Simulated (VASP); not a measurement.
These are rev-vdW-DF2, VASP's PBE PAW potentials (set 64) (plane waves; VASP 6.6.1) values and carry that method's errors.

A VASP calculation is set up with these files.

### POSCAR
```
Ni3Fe
1.0
  3.4905369507   0.0000000000   0.0000000000
  0.0000000000   3.4905369507   0.0000000000
  0.0000000000   0.0000000000   3.4905369507
Fe Ni
1 3
Direct
  0.0000000000   0.0000000000   0.0000000000
  0.0000000000   0.5000000000   0.5000000000
  0.5000000000   0.0000000000   0.5000000000
  0.5000000000   0.5000000000   0.0000000000
```

**KPOINTS**
```
kpoints
0
Gamma
  8 8 8
0 0 0
```

INCAR:
```
SYSTEM = Ni3Fe
PREC = Accurate
ENCUT = 520
EDIFF = 1E-6
NELM = 100
ALGO = Normal
LREAL = .FALSE.
LASPH = .TRUE.
ISMEAR = 1
SIGMA = 0.1
GGA = MK
PARAM1 = 0.1234568
PARAM2 = 0.7114
ZAB_VDW = -1.8867
LUSE_VDW = .TRUE.
AGGAC = 0.0
LMAXMIX = 4
ISPIN = 2
MAGMOM = 3.0 0.7 0.7 0.7
LORBIT = 10
LWAVE = .FALSE.
LCHARG = .FALSE.
IBRION = 2
ISIF = 3
NSW = 60
EDIFFG = -0.02
```

POTCAR, in this order: Fe Ni (PBE.64 set). Program: vasp_std.

Energy and stress use the plane-wave basis of the starting cell.

Q: What does the run give for the energy per atom (σ→0), cell moment, volume per atom, band gap (on the k-mesh)?

A: 
The energy per atom (σ→0) is -3.981 eV/atom. The cell moment is 4.63 μB, the band gap (on the k-mesh) comes out as none (metal, semimetal or under 0.01 eV) and the volume per atom is 10.85 Å³/atom.

**OSZICAR**
```
...
DAV:   6    -0.159224559707E+02    0.14977E-02   -0.26035E-03  5258   0.124E+00    0.246E-01
DAV:   7    -0.159223374538E+02    0.11852E-03   -0.79650E-04  4516   0.319E-01    0.142E-01
DAV:   8    -0.159222775365E+02    0.59917E-04   -0.25276E-04  4726   0.344E-01    0.538E-02
DAV:   9    -0.159222813849E+02   -0.38484E-05   -0.29482E-05  4432   0.871E-02    0.315E-02
DAV:  10    -0.159222804717E+02    0.91322E-06   -0.12247E-05  4712   0.846E-02    0.179E-02
DAV:  11    -0.159222787942E+02    0.16775E-05   -0.32620E-06  2662   0.333E-02    0.270E-03
DAV:  12    -0.159222789755E+02   -0.18131E-06   -0.53057E-07  1854   0.783E-03
   3 F= -.15922279E+02 E0= -.15922196E+02  d E =-.119260E-01  mag=     4.6287
```

The compound is Ni3Fe in the L1_2 structure. This run relaxes it. Symmetry was kept, so distortions that lower it aren't found. The start is the result of an earlier pass.
